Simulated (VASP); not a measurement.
Here is the system:

```cif
data_Pt4
_chemical_formula_sum 'Pt4'
_space_group_name_H-M_alt 'Fm-3m'
_space_group_IT_number 225
_space_group_name_Hall '-F 4 2 3'
_cell_length_a 4.11012
_cell_length_b 4.11012
_cell_length_c 4.11012
_cell_angle_alpha 90.000
_cell_angle_beta 90.000
_cell_angle_gamma 90.000
loop_
_atom_site_label
_atom_site_type_symbol
_atom_site_symmetry_multiplicity
_atom_site_Wyckoff_symbol
_atom_site_fract_x
_atom_site_fract_y
_atom_site_fract_z
_atom_site_occupancy
Pt1 Pt 4 a 0.00000 0.00000 0.00000 1
```
(The calculation used a cell of 1 atom; values per cell refer to that cell.)

These are vdW-DF2, VASP's PBE PAW potentials (set 64) (plane waves; VASP) values and carry that method's errors. Run with 520 eV cut-off, 15×15×15 Γ-centred mesh, first-order Methfessel-Paxton smearing of 0.10 eV, potentials Pt.

Problem. Give the energy at these volumes per atom, relative to the lowest: 16.29, 16.81, 17.33, 17.85, 18.37 Å³.

Solution. 40.8, 10.1, 0.0, 7.3, 28.8 meV/atom. A third-order Birch-Murnaghan fit gives B0 = 175 GPa and B0′ = 5.2.

Measured: bulk modulus 289 GPa at 0 K (computed value off by -39.4 %), as given by H. Levämäki et al., Physical Review B (2014), arXiv:1402.3671 [corrected for temperature and zero-point phonon effects]; a 3.913 Å at 0 K (computed value off by +5.0 %), as given by Daniel Mejia-Rodriguez et al., Physical Review B (2018), arXiv:1807.09216 [static lattice: zero-point anharmonic expansion removed].

The compound is Pt in the fcc structure. It was relaxed first, which changed the volume by +15 %.
